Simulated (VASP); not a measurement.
Method: PBEsol GGA, VASP's PBE PAW potentials (set 64) (plane waves; VASP).

Input for VASP

### KPOINTS
```
Automatic mesh
0
G
10 10 1
0 0 0
```

File POSCAR:
```
Au(100) slab
1.0
  2.8856425260   0.0000000000   0.0000000000
  0.0000000000   2.8856425260   0.0000000000
  0.0000000000   0.0000000000  27.2461044692
Au
6
direct
  0.0000000000   0.5000000000   0.3127750000
  0.5000000000   0.0000000000   0.3876650000
  0.0000000000   0.5000000000   0.4625550000
  0.5000000000   0.0000000000   0.5374450000
  0.0000000000   0.5000000000   0.6123350000
  0.5000000000   0.0000000000   0.6872250000
```

**INCAR**
```
LCHARG = .FALSE.
IBRION = 2
ALGO = Normal   # blocked Davidson
LASPH = .TRUE.   # aspherical one-centre terms
EDIFF = 1E-5   # SCF stop (eV)
LMAXMIX = 6   # l cut-off of mixed one-centre charges
LDIPOL = .TRUE.
SIGMA = 0.1   # width (eV)
EDIFFG = -0.03   # ionic stop
LREAL = .FALSE.   # projection in real space or not
ENCUT = 400
SYSTEM = Au(100) slab
DIPOL = 0.5 0.5 0.5
PREC = Normal
IDIPOL = 3
NSW = 50
LWAVE = .TRUE.
ISIF = 2   # forces and stress, cell fixed
NELM = 100   # most electronic steps
ISMEAR = 1   # Methfessel-Paxton
GGA = PS   # PBEsol
NELMIN = 4
```

POTCAR, in this order: Au (PBE.64 set). Program: vasp_std.

Unless said otherwise, spin-orbit coupling is left out, though it shifts the bands of the heavy elements here.

Predict the energy per atom (σ→0), band gap (on the k-mesh).

The energy per atom (σ→0) is -3.714 eV/atom. The band gap (on the k-mesh) comes out as none (metal, semimetal or under 0.01 eV).

### OSZICAR
```
...
DAV:   5    -0.222819548698E+02    0.12710E-05   -0.25055E-05  1145   0.598E-02
   3 F= -.22281955E+02 E0= -.22282365E+02  d E =-.379800E-02
       N       E                     dE             d eps       ncg     rms          rms(c)
DAV:   1    -0.222821360344E+02   -0.17989E-03   -0.20146E-01  1652   0.190E+00    0.764E-02
DAV:   2    -0.222823352655E+02   -0.19923E-03   -0.20261E-03  1798   0.270E-01    0.424E-02
DAV:   3    -0.222823207899E+02    0.14476E-04   -0.12756E-04  1757   0.715E-02    0.289E-02
DAV:   4    -0.222823198684E+02    0.92147E-06   -0.29983E-05  1165   0.538E-02
   4 F= -.22282320E+02 E0= -.22282732E+02  d E =-.364999E-03
```

The cell is a thin slab with vacuum, built from Au (fcc): (100) face.
